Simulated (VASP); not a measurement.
```
C
1.0
    2.46000     0.00000     0.00000
   -1.23000     2.13042     0.00000
    0.00000     0.00000     6.71000
C
4
Direct
  0.00000   0.00000   0.75000
  0.00000   0.00000   0.25000
  0.66667   0.33333   0.75000
  0.33333   0.66667   0.25000
```

Computed with PBEsol GGA, VASP's PBE PAW potentials (set 64) (plane waves; VASP). Run with 580 eV cut-off, 15×15×5 Γ-centred mesh, first-order Methfessel-Paxton smearing of 0.10 eV, potentials C.

Energy and stress use the plane-wave basis of the starting cell. Without a dispersion term in the relaxation, distances and binding between the weakly bound layers, chains or molecules are unreliable, and so is what depends on them.

The ions, cell shape and volume are relaxed. Predict the relaxed structure.

```
C
1.0
    2.46031     0.00000     0.00000
   -1.23015     2.13069     0.00000
    0.00000     0.00000     7.15930
C
4
Direct
  0.00000   0.00000   0.75000
  0.00000   0.00000   0.25000
  0.66667   0.33333   0.75000
  0.33333   0.66667   0.25000
```
Space group P6_3/mmc (194), at a tolerance of 0.03 Å.

How do energy and volume change from the first to the last step?

The energy (σ→0) changes by -1.6 meV/atom and the volume by +6.7 %, in 7 ionic steps.

The compound is C in the graphite structure. This run relaxes it. Symmetry was kept, so distortions that lower it aren't found.
